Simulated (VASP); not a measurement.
This VASP 6.6.1 run on CaB2 needs a look.

File INCAR:

```
SYSTEM = CaB2
ALGO = Fast
EDIFF = 1E-6
ENCUT = 520
ISIF = 2
ISMEAR = -1
LASPH = .True.
LCHARG = .False.
LREAL = .False.
LWAVE = .False.
NELM = 63
PREC = Accurate
SIGMA = 0.05
```

The input KPOINTS:

```
k-points
0
Gamma
  1 1 1
  0 0 0
```

Contents of POSCAR:

```
CaB2
1.0
    3.2264302843      0.0000000000      0.0000000000
   -1.6132151421      2.7941705897      0.0000000000
    0.0000000000      0.0000000000      4.0673920000
Ca B
1 2
Direct
    0.0000000000      0.0000000000      0.0000000000
    0.6666666667      0.3333333333      0.5000000000
    0.3333333333      0.6666666667      0.5000000000
```

Contents of KPOINTS_OPT:

```
path GMKGALHA,LM,KH
10
line-mode
reciprocal
 0.0000000000  0.0000000000  0.0000000000  G
 0.5000000000  0.0000000000  0.0000000000  M

 0.5000000000  0.0000000000  0.0000000000  M
 0.3333333333  0.3333333333  0.0000000000  K

 0.3333333333  0.3333333333  0.0000000000  K
 0.0000000000  0.0000000000  0.0000000000  G

 0.0000000000  0.0000000000  0.0000000000  G
 0.0000000000  0.0000000000  0.5000000000  A

 0.0000000000  0.0000000000  0.5000000000  A
 0.5000000000  0.0000000000  0.5000000000  L

 0.5000000000  0.0000000000  0.5000000000  L
 0.3333333333  0.3333333333  0.5000000000  H

 0.3333333333  0.3333333333  0.5000000000  H
 0.0000000000  0.0000000000  0.5000000000  A

 0.5000000000  0.0000000000  0.5000000000  L
 0.5000000000  0.0000000000  0.0000000000  M

 0.3333333333  0.3333333333  0.0000000000  K
 0.3333333333  0.3333333333  0.5000000000  H
```

Potentials or basis: VASP PAW LDA potentials, release 64 (Ca_sv, B).

Command:

```console
$ cat potpaw_LDA.64/Ca_sv/POTCAR potpaw_LDA.64/B/POTCAR > POTCAR
$ mpirun -np 1 vasp_std > vasp.out
```

OUTCAR:

```text
SYSTEM = CaB2
   EDIFF = 1E-6
   ENCUT = 520
   ISIF = 2
   ISMEAR = -1
   LASPH = .True.
   LREAL = .False.
   NELM = 63
   PREC = Accurate

 ion  position               nearest neighbor table
   1  0.000  0.000  0.000-
   2  0.667  0.333  0.500-   3 1.86   3 1.86   3 1.86
   3  0.333  0.667  0.500-   2 1.86   2 1.86   2 1.86

  LATTYP: Found a hexagonal cell.
 ALAT       =     3.2264302843
 C/A-ratio  =     1.2606477257

[... 172 lines left out ...]
  Direction    XX          YY          ZZ          XY          YZ          ZX
  --------------------------------------------------------------------------------------
  -------------------------------------------------------------------------------------
  Total        5.1136925      5.1136925      4.2208328      0.0000000     -0.0000000      0.0000000
  in kB      223.4364180    223.4364180    184.4240249      0.0000000     -0.0000000      0.0000000
  external PRESSURE =     210.4322870 kB  Pullay stress =       0.0000000 kB

 VOLUME and BASIS-vectors are now :
 -----------------------------------------------------------------------------
  energy-cutoff  :      520.00
  volume of cell :       36.67
      direct lattice vectors                 reciprocal lattice vectors
     3.226430284  0.000000000  0.000000000     0.309940061  0.178943978  0.000000000
    -1.613215142  2.794170590  0.000000000     0.000000000  0.357887956  0.000000000
     0.000000000  0.000000000  4.067392000     0.000000000  0.000000000  0.245857788

 POSITION                                       TOTAL-FORCE (eV/Angst)
 -----------------------------------------------------------------------------------
      0.00000      0.00000      0.00000         0.000000      0.000000      0.000000
      1.61322      0.93139      2.03370         0.000000     -0.000000      0.000000
     -0.00000      1.86278      2.03370        -0.000000      0.000000     -0.000000
 -----------------------------------------------------------------------------------
    total drift:                               -0.000000      0.000000      0.000000

  FREE ENERGIE OF THE ION-ELECTRON SYSTEM (eV)
  ---------------------------------------------------
  free  energy   TOTEN  =        -8.7108529961 eV

  energy  without entropy=       -8.5968402427  energy(sigma->0) =       -8.65384662
```

On the terminal:

```text
POSCAR found type information on POSCAR CaB
 POSCAR found :  2 types and       3 ions
 scaLAPACK will be used
 LDA part: xc-table for (Slater(with rela. corr.)+CA(PZ))
 , standard interpolation
 POSCAR, INCAR and KPOINTS ok, starting setup
 FFT: planning ... GRIDC
 FFT: planning ... GRID_SOFT
 FFT: planning ... GRID
 WAVECAR not read
 entering main loop
 Start KPOINTS_OPT (optional k-point list driver)
k-point batch [1-1\90]
k-point batch [2-2\90]
k-point batch [3-3\90]
k-point batch [4-4\90]
k-point batch [5-5\90]
k-point batch [6-6\90]
[... 82 lines left out ...]
k-point batch [89-89\90]
k-point batch [90-90\90]
```

Question: What happened, and what is wrong with the input?

Answer: The calculation finished and met its thresholds. The input holds a flaw that was put in on purpose: one k point for a small cell (k = 1 × 1 × 1). The program doesn't stop on it, so the numbers can't be trusted though the run ends normally.
